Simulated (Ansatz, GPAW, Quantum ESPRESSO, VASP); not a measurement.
Code comparison for Tl3VSe4 (I-43m, 8 atoms in the cell)

Self-consistent single point.

```
CELL_PARAMETERS angstrom
     -3.91937     3.91937     3.91937
      3.91937    -3.91937     3.91937
      3.91937     3.91937    -3.91937
ATOMIC_POSITIONS crystal
  V  0.00000 0.00000 0.00000
  Tl 0.50000 0.50000 0.00000
  Tl 0.00000 0.50000 0.50000
  Tl 0.50000 0.00000 0.50000
  Se 0.66378 0.66378 0.66378
  Se 0.33622 0.00000 0.00000
  Se 0.00000 0.00000 0.33622
  Se 0.00000 0.33622 0.00000
```

All programs got the same cell, k-point mesh and kind of occupations (in Ansatz's words: kpoints.mp_grid.grid = 3 3 3; scf.occupations.method = fermi_dirac; scf.occupations.width = 0.0007 Ry); potentials, basis and cutoffs are each program's usual ones.

```csv
code,model,pressure (GPa),largest force (eV/Å),gap on the mesh (eV),cutoff
VASP,"LDA (PZ), VASP's LDA PAW potentials (set 64)",-3.44,0.186,1.830,300 eV
Ansatz,"LDA (PW92), default PAW files made with PBE",-3.32,0.222,1.835,default
GPAW,"LDA (Perdew-Wang 92), GPAW PAW datasets LDA (gpaw-data 1.0.1)",-3.42,0.234,1.824,800 eV
Quantum ESPRESSO,"LDA (PW92), PseudoDojo standard norm-conserving (LDA) pseudopotentials",-3.30,0.213,1.839,90 Ry
```

Gaps are read on the mesh. Another mesh or the band path gives a smaller gap, so these values are not converged in the mesh.

The spread over the programs that give each value: pressure within 0.14 GPa; largest force within 0.048 eV/Å; gap on the mesh within 0.015 eV.

The starting cell comes from a database of computed structures (which also holds hypothetical and non-ambient phases and stackings), without a prior relaxation at this level. On Ansatz's run: Spin-orbit coupling is off. In the base run, with a pressure of about -3 GPa the cell is away from its equilibrium volume at this level. Another mesh or the band path of this cell gives a smaller gap, so this value is not converged in the mesh.

Task: Why do the programs differ, and what cannot be compared?

Result: Differences of this kind can come from the potentials, where these differ, and from what each basis and cutoff leave unconverged. The valence holds different numbers of electrons (VASP 76, Ansatz (an electronic-structure program) 116, GPAW 76, Quantum ESPRESSO 116). The zero of total energies and Fermi levels follows the potentials and each program's conventions, so they are not compared here. Ansatz's pressure is given at a fixed set of plane waves, as the other plane-wave codes print theirs. Ansatz's smearing width was typed in Ry to four decimals, so it matches the others to a few per cent. The same LDA comes in different parametrisations, which differ slightly.

VASP's run is marked for a possible Pulay error in its stress at this cutoff; no cutoff test was made.

Left out of this page: ABINIT, CP2K, Elk, FLEUR and SIESTA (not drawn, or without a comparable value).

Keys are those of Ansatz 0.2.
